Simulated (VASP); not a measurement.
VASP input:

### INCAR
```
# general
SYSTEM =SiS2
PREC   =Accurate
ENCUT  =400
LREAL  =.FALSE.   # projection in real space or not
LASPH  =.TRUE.   # aspherical one-centre terms

# electronic loop
EDIFF  =1E-6   # SCF stop (eV)
NELM   =100   # most electronic steps
ALGO   =Normal   # blocked Davidson
LMIXTAU=.TRUE.

# smearing
ISMEAR =0   # Gaussian
SIGMA  =0.05   # width (eV)

# functional
METAGGA=R2SCAN

# ions
IBRION =2   # conjugate gradients
NSW    =60
ISIF   =3
EDIFFG =-0.02

# output
LWAVE  =.FALSE.
LCHARG =.FALSE.
```

**POSCAR**
```
SiS2
1
   -2.7708285193     2.8687005509     4.9297938802
    2.7708285193    -2.8687005509     4.9297938802
    2.7708285193     2.8687005509    -4.9297938802
Si S
2 4
Direct
  0.0000000000   0.7500000000   0.7500000000
  0.0000000000   0.2500000000   0.2500000000
  0.6833081332   0.8851884340   0.7981196992
  0.0870687349   0.3851884340   0.7018803008
  0.9129312651   0.6148115660   0.2981196992
  0.3166918668   0.1148115660   0.2018803008
```

### KPOINTS
```
Automatic
0
Gamma
 5 5 5
0 0 0
```

POTCAR, in this order: Si S (PBE.64 set). Program: vasp_std.

Problem. Write an equivalent input for Ansatz.

Solution. One equivalent input (not run):
Ansatz 0.2 input:
```yaml
crystal:
  lattice:
    - [-2.7708285, 2.8687006, 4.9297939]
    - [2.7708285, -2.8687006, 4.9297939]
    - [2.7708285, 2.8687006, -4.9297939]
  atoms:
    - { symbol: Si, position: [0.0000000, 0.7500000, 0.7500000] }
    - { symbol: Si, position: [0.0000000, 0.2500000, 0.2500000] }
    - { symbol: S, position: [0.6833081, 0.8851884, 0.7981197] }
    - { symbol: S, position: [0.0870687, 0.3851884, 0.7018803] }
    - { symbol: S, position: [0.9129313, 0.6148116, 0.2981197] }
    - { symbol: S, position: [0.3166919, 0.1148116, 0.2018803] }
kpoints:
  mp_grid: { grid: [5, 5, 5] }
hamiltonian:
  xc: r2scan
  pseudopotentials: { kind: paw }
scf:
  occupations: { method: gaussian, width: 0.05 }
  max_iter: 100
relax:
  max_steps: 60
  f_tol: 0.02
  cell: {}
output: { forces: true, stress: true, eigenvalues: true }
```
The two are equivalent in intent, not identical: each code has its own PAW files, so the cut-off isn't converted (ENCUT is set for VASP's; basis.ecutwfc is left out, and Ansatz then takes the one that its files recommend); Ansatz stops its SCF on the density residual and VASP on the energy change (EDIFF).

The compound is SiS2 in the sg72 structure. It was relaxed first, which changed the volume by +5 %. The start is the result of an earlier pass.
